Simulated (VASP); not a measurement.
Output of a VASP run:

### OSZICAR
```
       N       E                     dE             d eps       ncg     rms          rms(c)
DAV:   1    -0.115239743376E+02   -0.11524E+02   -0.33307E+03   792   0.734E+02
DAV:   2    -0.513164532196E+02   -0.39792E+02   -0.38618E+02  1128   0.115E+02
DAV:   3    -0.526632041561E+02   -0.13468E+01   -0.13313E+01   954   0.262E+01
DAV:   4    -0.526733073749E+02   -0.10103E-01   -0.10100E-01   975   0.271E+00
DAV:   5    -0.526733872037E+02   -0.79829E-04   -0.79828E-04   922   0.239E-01    0.252E+00
DAV:   6    -0.513757461539E+02    0.12976E+01   -0.22454E-01   800   0.384E+00    0.186E+00
DAV:   7    -0.514337239567E+02   -0.57978E-01   -0.46800E-02   812   0.274E+00    0.832E-01
DAV:   8    -0.513777955099E+02    0.55928E-01   -0.84786E-02   812   0.291E+00    0.233E-01
DAV:   9    -0.514063640401E+02   -0.28569E-01   -0.12571E-02   803   0.107E+00    0.982E-02
DAV:  10    -0.514059483081E+02    0.41573E-03   -0.20315E-04   877   0.132E-01    0.604E-02
DAV:  11    -0.514087192129E+02   -0.27709E-02   -0.44837E-03   826   0.652E-01    0.129E-02
DAV:  12    -0.514091385391E+02   -0.41933E-03   -0.20404E-04   814   0.138E-01    0.180E-02
DAV:  13    -0.514091425045E+02   -0.39654E-05   -0.22525E-06   927   0.141E-02    0.171E-02
DAV:  14    -0.514091897780E+02   -0.47274E-04   -0.26193E-05   826   0.453E-02    0.519E-03
DAV:  15    -0.514092018389E+02   -0.12061E-04   -0.17116E-05   888   0.350E-02    0.152E-03
DAV:  16    -0.514092018070E+02    0.31807E-07   -0.32307E-07   398   0.506E-03
   1 F= -.51409202E+02 E0= -.51409202E+02  d E =-.514092E+02
       N       E                     dE             d eps       ncg     rms          rms(c)
DAV:   1    -0.514093213744E+02   -0.11954E-03   -0.23266E-03   852   0.308E-01    0.278E-02
DAV:   2    -0.514093024696E+02    0.18905E-04   -0.81317E-05   842   0.692E-02    0.160E-02
DAV:   3    -0.514093019001E+02    0.56949E-06   -0.44279E-05   895   0.445E-02    0.341E-03
DAV:   4    -0.514093017975E+02    0.10259E-06   -0.52966E-06   804   0.196E-02
   2 F= -.51409302E+02 E0= -.51409302E+02  d E =-.999905E-04
       N       E                     dE             d eps       ncg     rms          rms(c)
DAV:   1    -0.514093114870E+02   -0.95870E-05   -0.29757E-04   852   0.109E-01    0.949E-03
DAV:   2    -0.514093094523E+02    0.20347E-05   -0.10223E-05   841   0.249E-02    0.538E-03
DAV:   3    -0.514093091619E+02    0.29041E-06   -0.61056E-06   886   0.175E-02
   3 F= -.51409309E+02 E0= -.51409309E+02  d E =-.107355E-03
       N       E                     dE             d eps       ncg     rms          rms(c)
DAV:   1    -0.514093451726E+02   -0.35720E-04   -0.24931E-03   810   0.297E-01    0.261E-02
DAV:   2    -0.514093371624E+02    0.80102E-05   -0.69159E-05   826   0.660E-02    0.157E-02
DAV:   3    -0.514093327412E+02    0.44212E-05   -0.30863E-05   849   0.419E-02    0.280E-03
DAV:   4    -0.514093333138E+02   -0.57261E-06   -0.63727E-06   797   0.267E-02
   4 F= -.51409333E+02 E0= -.51409333E+02  d E =-.241519E-04
```

**OUTCAR**
```
------------------------ aborting loop because EDIFF is reached ----------------------------------------
  FORCE on cell =-STRESS in cart. coord.  units (eV):
  Direction    XX          YY          ZZ          XY          YZ          ZX
  --------------------------------------------------------------------------------------
  Total       -0.0028255     -0.0095362     -0.0088001      0.0000000      0.0000000      0.0022225
  in kB       -0.0718867     -0.2426178     -0.2238904      0.0000000      0.0000000      0.0565454
  external PRESSURE =      -0.1794650 kB  Pullay stress =       0.0000000 kB
  volume of cell :       62.97
      direct lattice vectors                 reciprocal lattice vectors
     4.036271844 -2.177059715  0.012724645     0.124187382 -0.229667563 -0.098551537
     4.036271844  2.177059715  0.012724645     0.124187382  0.229667563 -0.098551537
     2.850737043 -0.000000000  3.592288667    -0.000879796  0.000000000  0.279072246
 POSITION                                       TOTAL-FORCE (eV/Angst)
 -----------------------------------------------------------------------------------
      2.53189     -0.00000      0.83855         0.007319     -0.000000      0.002424
      8.39139     -0.00000      2.77919        -0.007319      0.000000     -0.002424
 -----------------------------------------------------------------------------------
    total drift:                               -0.000000      0.000000      0.000000
  FREE ENERGIE OF THE ION-ELECTRON SYSTEM (eV)
  ---------------------------------------------------
  free  energy   TOTEN  =       -51.4093333138 eV

  energy  without entropy=      -51.4093332523  energy(sigma->0) =      -51.40933328

 reached required accuracy - stopping structural energy minimisation
```
(Selected blocks of OUTCAR.)

### POSCAR
```
Sb
1
    4.0469004444    -2.1740358256     0.0180838916
    4.0469004444     2.1740358256     0.0180838916
    2.8630123253    -0.0000000000     3.5926759732
Sb
2
Direct
  0.2319177859   0.2319177859   0.2319177859
  0.7680822141   0.7680822141   0.7680822141
```

Task: Write an INCAR and KPOINTS that could have produced this output.

Result: Several could match; the one computed here: the input of the run itself, r2SCAN meta-GGA, plane waves, VASP's PBE PAW potentials (set 64).

INCAR:
```
ALGO  =  Normal
EDIFF  =  1E-6
EDIFFG  =  -0.01
ENCUT  =  400
IBRION  =  2
ISIF  =  3
ISMEAR  =  0
LASPH  =  .True.
LCHARG  =  .False.
LMAXMIX  =  4
LMIXTAU  =  .True.
LREAL  =  .False.
LWAVE  =  .False.
METAGGA  =  R2SCAN
NELM  =  100
NSW  =  60
PREC  =  Accurate
SIGMA  =  0.05
SYSTEM  =  Sb
```

KPOINTS:
```
Automatic mesh
0
Gamma
7 7 7
0 0 0
```

POTCAR, in this order: Sb (PBE.64 set). Program: vasp_std.

The compound is Sb in the a7 structure. This run relaxes it. Symmetry was kept, so distortions that lower it aren't found. The start is the result of an earlier pass.
